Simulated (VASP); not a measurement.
Output of a VASP run:

OSZICAR:
```
       N       E                     dE             d eps       ncg     rms          rms(c)
DAV:   1     0.113884419597E+03    0.11388E+03   -0.84768E+03   980   0.130E+03
DAV:   2    -0.136139940127E+02   -0.12750E+03   -0.12567E+03   992   0.366E+02
DAV:   3    -0.216163415964E+02   -0.80023E+01   -0.76560E+01  1544   0.740E+01
DAV:   4    -0.217547898667E+02   -0.13845E+00   -0.13825E+00  1418   0.106E+01
DAV:   5    -0.217574561285E+02   -0.26663E-02   -0.26658E-02  1388   0.137E+00    0.995E+00
DAV:   6    -0.208324709613E+02    0.92499E+00   -0.45494E+00  1618   0.259E+01    0.367E+00
DAV:   7    -0.207708564557E+02    0.61615E-01   -0.88883E-02  1144   0.247E+00    0.202E+00
DAV:   8    -0.207443931095E+02    0.26463E-01   -0.39270E-02  1444   0.164E+00    0.225E-01
DAV:   9    -0.207439731077E+02    0.42000E-03   -0.33899E-03  1214   0.454E-01    0.905E-02
DAV:  10    -0.207439183576E+02    0.54750E-04   -0.24861E-04  1528   0.162E-01    0.884E-02
DAV:  11    -0.207439260411E+02   -0.76834E-05   -0.18867E-05  1208   0.293E-02    0.416E-02
DAV:  12    -0.207439050046E+02    0.21037E-04   -0.70557E-05  1172   0.404E-02    0.126E-02
DAV:  13    -0.207439053797E+02   -0.37511E-06   -0.30098E-06  1426   0.139E-02    0.284E-03
DAV:  14    -0.207439055348E+02   -0.15515E-06   -0.70288E-07  1352   0.819E-03    0.189E-03
DAV:  15    -0.207439054742E+02    0.60623E-07   -0.22484E-07   880   0.668E-03
   1 F= -.20743905E+02 E0= -.20743569E+02  d E =-.100914E-02
```

File OUTCAR:
```
------------------------ aborting loop because EDIFF is reached ----------------------------------------
  FORCE on cell =-STRESS in cart. coord.  units (eV):
  Direction    XX          YY          ZZ          XY          YZ          ZX
  --------------------------------------------------------------------------------------
  Total        1.2307524      1.2307524      1.2307524      0.0000000      0.0000000      0.0000000
  in kB       30.0918795     30.0918795     30.0918795      0.0000000      0.0000000      0.0000000
  external PRESSURE =      30.0918795 kB  Pullay stress =       0.0000000 kB
  volume of cell :       65.53
      direct lattice vectors                 reciprocal lattice vectors
     4.031598872  0.000000000  0.000000000     0.248040550  0.000000000  0.000000000
     0.000000000  4.031598872  0.000000000     0.000000000  0.248040550  0.000000000
     0.000000000  0.000000000  4.031598872     0.000000000  0.000000000  0.248040550
 POSITION                                       TOTAL-FORCE (eV/Angst)
 -----------------------------------------------------------------------------------
      0.00000      0.00000      0.00000         0.000000      0.000000      0.000000
      0.00000      2.01580      2.01580         0.000000      0.000000      0.000000
      2.01580      0.00000      2.01580         0.000000      0.000000      0.000000
      2.01580      2.01580      0.00000         0.000000      0.000000      0.000000
 -----------------------------------------------------------------------------------
    total drift:                               -0.000000     -0.000000      0.000000
  FREE ENERGIE OF THE ION-ELECTRON SYSTEM (eV)
  ---------------------------------------------------
  free  energy   TOTEN  =       -20.7439054742 eV

  energy  without entropy=      -20.7428963346  energy(sigma->0) =      -20.74356909
```
(Selected blocks of OUTCAR.)

**POSCAR**
```
Al3Sc
1
    4.0315988716     0.0000000000     0.0000000000
    0.0000000000     4.0315988716     0.0000000000
    0.0000000000     0.0000000000     4.0315988716
Sc Al
1 3
Direct
  0.0000000000   0.0000000000   0.0000000000
  0.0000000000   0.5000000000   0.5000000000
  0.5000000000   0.0000000000   0.5000000000
  0.5000000000   0.5000000000   0.0000000000
```

**Question.** Reconstruct the remaining input files.

**Answer.** Several could match; the one computed here: the input of the run itself, PBEsol GGA, plane waves, VASP's PBE PAW potentials (set 64).

**KPOINTS**
```
Automatic mesh
0
Gamma
8 8 8
0 0 0
```

### INCAR
```
LCHARG  =  .FALSE.
SYSTEM  =  Al3Sc
ENCUT  =  520   # plane-wave cut-off (eV)
PREC  =  Accurate
LMAXMIX  =  4   # l cut-off of mixed one-centre charges
ALGO  =  Normal
LREAL  =  .FALSE.   # projection in real space or not
ISIF  =  2
NELM  =  100
GGA  =  PS   # PBEsol
SIGMA  =  0.1
LWAVE  =  .FALSE.
EDIFF  =  1E-7   # SCF stop (eV)
ISMEAR  =  1
LASPH  =  .TRUE.
```

POTCAR, in this order: Sc_sv Al (PBE.64 set). Program: vasp_std.

The compound is Al3Sc in the L1_2 structure. This cell is one point of a volume scan, at 0.97 of the reference volume.
